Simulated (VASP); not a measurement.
Wanted: the native input for a VASP 6.6.1 run.

```
Task                   : single point
Functional             : PBE
Potentials or basis    : VASP PAW PBE potentials, release 64 (Hg, Pt)
Cutoff                 : 520 eV
k mesh                 : 3 × 3 × 3
Occupations            : fermi-dirac, width 0.15 eV
Spin                   : no spin polarisation
Dipole correction      : no
Further INCAR settings : ALGO = Normal; EDIFF = 1e-07; NBANDS = 31
```

The structure of Hg3Pt lies in POSCAR:

```
Hg3Pt
1.0
    4.3442200000      0.0000000000      0.0000000000
    0.0000000000      4.3442200000      0.0000000000
    0.0000000000      0.0000000000      4.3442200000
Hg Pt
3 1
Direct
    0.0000000000      0.5000000000      0.5000000000
    0.5000000000      0.0000000000      0.5000000000
    0.5000000000      0.5000000000      0.0000000000
    0.0000000000      0.0000000000      0.0000000000
```

The cell comes from a database or a generator and needn't be the stable form of this composition.

One way to write it, as run:

INCAR

```
SYSTEM = Hg3Pt
PREC = Accurate
ENCUT = 520
EDIFF = 1E-7
ISMEAR = -1
SIGMA = 0.15
LREAL = .False.
LASPH = .True.
NELM = 100
ALGO = Normal
ISIF = 2
LWAVE = .False.
LCHARG = .True.
GGA = PE
LELF = .True.
LVHAR = .True.
NBANDS = 31
```

KPOINTS

```
Automatic mesh
0
Gamma
  3 3 3
  0 0 0
```

Potentials or basis: VASP PAW PBE potentials, release 64 (Hg, Pt).

Run with:

```bash
$ cat potpaw_PBE.64/Hg/POTCAR potpaw_PBE.64/Pt/POTCAR > POTCAR
$ mpirun -np 1 vasp_std > vasp.out
```

Results of the run:

```
Pressure               : -0.7 GPa
Band gap on the k mesh : none (metal or under the smearing width)
```

Caveat: the k mesh is coarse (spacing up to 0.48 Å⁻¹), so the values aren't converged.

It took 9.5 s on 1 thread of Intel(R) Xeon(R) Platinum 8375C CPU @ 2.90GHz (Ice Lake), with other jobs on the host, peak memory 0.17 GiB.
